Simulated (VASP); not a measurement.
Method: PBEsol GGA, VASP's PBE PAW potentials (set 64) (plane waves; VASP).

Input for VASP

KPOINTS:
```
Automatic mesh
0
Gamma
7 7 4
0 0 0
```

**POSCAR**
```
MgI2
1.0
  1.9749080583  -3.4206400585   0.0000000000
  1.9749080583   3.4206400585   0.0000000000
  0.0000000000   0.0000000000   6.3088975855
Mg I
1 2
Direct
  0.0000000000   0.0000000000   0.0000000000
  0.3333330000   0.6666670000   0.2642475395
  0.6666670000   0.3333330000   0.7357524605
```

**INCAR**
```
LMAXMIX  =  4   ! l cut-off of mixed one-centre charges
ALGO  =  Normal   ! blocked Davidson
NSW  =  40
SYSTEM  =  MgI2
LASPH  =  .TRUE.   ! aspherical one-centre terms
EDIFF  =  1E-6   ! SCF stop (eV)
ISMEAR  =  0
PREC  =  Accurate
NELM  =  100   ! most electronic steps
GGA  =  PS
LWAVE  =  .FALSE.
ISIF  =  3   ! ions, shape and volume
ENCUT  =  500
EDIFFG  =  -0.02   ! ionic stop
SIGMA  =  0.05   ! width (eV)
LREAL  =  .FALSE.   ! projection in real space or not
PSTRESS  =  100   ! kbar
LCHARG  =  .FALSE.
IBRION  =  2
```

POTCAR, in this order: Mg I (PBE.64 set). Program: vasp_std.

Problem. What will the output report for the number of irreducible k-points (NKPTS), largest plane-wave count, number of space-group operations, FFT grid (NGX, NGY, NGZ)?

Solution. 
| Item | Result |
|---|---|
| number of irreducible k-points (NKPTS) | 28 |
| largest plane-wave count | 2180 |
| number of space-group operations | 12 |
| FFT grid (NGX, NGY, NGZ) | 30 × 30 × 48 |

The compound is MgI2 in the 1T layered structure. This run relaxes it under an external pressure of 10 GPa. Symmetry was kept, so distortions that lower it aren't found.
